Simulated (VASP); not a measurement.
**Sn: relaxation of cell and atoms with PBE+D3(BJ)**

Sn:

```xyz
2
Lattice="-2.9162 2.9162 1.5912 2.9162 -2.9162 1.5912 2.9162 2.9162 -1.5912" Properties=species:S:1:pos:R:3 pbc="T T T"
Sn    0.0000    0.0000    0.0000
Sn    0.0000    2.9162    0.7956
```

```
Program                : VASP 6.6.1
Task                   : relaxation of cell and atoms
Functional             : PBE
Dispersion             : D3(BJ)
Potentials or basis    : VASP PAW PBE potentials, release 64 (Sn_d)
Cutoff                 : 600 eV
k mesh                 : 16 × 16 × 16
Occupations            : gaussian, width 0.1 eV
Spin                   : no spin polarisation
Further INCAR settings : ALGO = Normal; EDIFF = 1e-07; IBRION = 2; EDIFFG = -0.005; NSW = 90; ISIF = 3
```

```
Relaxed volume                         : 27.19 Å³/atom
Relaxed cell                           : a = 4.437 Å, b = 4.437 Å, c = 4.437 Å, α = 97.30°, β = 97.30°, γ = 138.22°
Space group after relaxing (to 0.05 Å) : I4_1/amd (No. 141)
Energy gained by relaxing              : 0.6 meV/atom
Ionic steps                            : 4
Pressure after relaxing                : 0.0 GPa
Band gap on the k mesh                 : none (metal or under the smearing width)
Dispersion energy per atom             : -0.389 eV
```

The path:
```tsv
step	energy change (eV)	largest force (eV/Å)	pressure (GPa)	volume (Å³)
1	0.0000	0.0000	0.26	54.12
2	-0.0011	0.0000	-0.08	54.47
3	-0.0012	0.0000	-0.14	54.53
4	-0.0013	0.0000	0.01	54.38
```

Final structure:
```yaml
crystal:
  lattice:
    - [-2.93136, 2.93136, 1.58218]
    - [2.93136, -2.93136, 1.58218]
    - [2.93136, 2.93136, -1.58218]
  atoms:
    - { symbol: Sn, position: [0.00000, 0.00000, 0.00000] }
    - { symbol: Sn, position: [0.75000, 0.25000, 0.50000] }
```

Levels at points of the mesh, in eV from the Fermi level:
| k point | band 10 | band 11 | band 12 | band 13 | band 14 | band 15 | band 16 | band 17 | band 18 |
| --- | --- | --- | --- | --- | --- | --- | --- | --- | --- |
| (0.00, 0.00, 0.00) | -21.18 | -11.13 | -3.74 | -2.02 | -2.02 | 2.93 | 6.13 | 6.13 | 6.96 |
| (0.50, 0.00, 0.00) | -21.24 | -6.87 | -5.37 | -2.34 | -1.74 | -1.11 | 2.25 | 2.83 | 4.65 |
| (0.50, 0.50, 0.00) | -21.30 | -8.91 | -8.91 | 0.54 | 0.54 | 1.49 | 1.49 | 6.15 | 6.15 |
| (0.50, 0.50, 0.50) | -21.36 | -7.60 | -7.60 | -4.82 | -4.82 | 5.19 | 5.19 | 9.24 | 9.24 |

It took 6.6 min on 1 thread of Intel(R) Xeon(R) 6975P-C (Granite Rapids), on a shared host, peak memory 0.5 GiB.

Caveat: pairwise dispersion overbinds metals, which lowers pressure and volume. Zero-point motion and thermal expansion aren't in these numbers.
